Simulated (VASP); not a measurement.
Sn3P2, 5 atoms in the cell. It takes space group R-3m (No. 166, trigonal). The conventional cell has a = 4.053 Å, b = 4.053 Å, c = 25.746 Å, α = 90.00°, β = 90.00°, γ = 120.00°. Sn (site symmetry 3m) has 3 P at 2.72 Å as nearest neighbours. Sn (site symmetry -3m) is surrounded by 6 P at 2.90 Å. Around P (site symmetry 3m) lie 6 Sn at 2.72 to 2.90 Å. The cell was built by a generator and needn't be a form met in nature.

```yaml
Program: VASP 6.6.1
Task: band structure
Functional: PBE
Potentials_or_basis: VASP PAW PBE potentials, release 64 (Sn_d, P)
Cutoff: 520 eV
k_mesh: 7 × 7 × 7
Occupations: gaussian, width 0.1 eV
Spin: spin-orbit coupling, no magnetisation
Further_INCAR_settings: ALGO = Normal; EDIFF = 1e-06; NBANDS = 67
```

Potentials or basis: VASP PAW PBE potentials, release 64 (Sn_d, P).

Command:

```bash
$ cat potpaw_PBE.64/Sn_d/POTCAR potpaw_PBE.64/P/POTCAR > POTCAR
$ mpirun -np 8 vasp_ncl > vasp.out
```

Hardware: 8 MPI ranks on Intel(R) Xeon(R) Platinum 8488C (Sapphire Rapids), with other jobs on the host.

Problem. Estimate the wall time of this run.

Solution. Run time: 52 min on 8 MPI ranks on Intel(R) Xeon(R) Platinum 8488C (Sapphire Rapids) (shared host), peak memory 2.3 GiB a rank. Counts: scf iterations 62, k points 44.
